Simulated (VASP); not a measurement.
Input:

```
CELL_PARAMETERS angstrom
     -1.97527     1.97527     4.34323
      1.97527    -1.97527     4.34323
      1.97527     1.97527    -4.34323
ATOMIC_POSITIONS crystal
  Sc 0.00000 0.00000 0.00000
  Al 0.75000 0.25000 0.50000
  Al 0.25000 0.75000 0.50000
  Al 0.50000 0.50000 0.00000
```

All values below come from LDA (Ceperley-Alder, Perdew-Zunger) with spin-orbit coupling, VASP's LDA PAW potentials (set 64) (plane waves; VASP). Run with 400 eV cut-off, 10×10×10 Γ-centred mesh, Gaussian smearing of 0.050 eV, potentials Sc_sv Al.

Problem. Predict the energy per atom (σ→0), band gap (over mesh and band path) with the smallest direct gap where there is one.

Solution. 
```json
{
 "band gap (over mesh and band path)": "none (metal, semimetal or under 0.01 eV)",
 "energy per atom (σ→0)": "-5.218 eV/atom"
}
```

The absolute energy has meaning only against runs of the same code, potentials and settings.

The structure comes from a computed database's ScAl3 entry (I4/mmm); how it stands against other phases isn't given here. It was relaxed first, which changed the volume by -5 %.
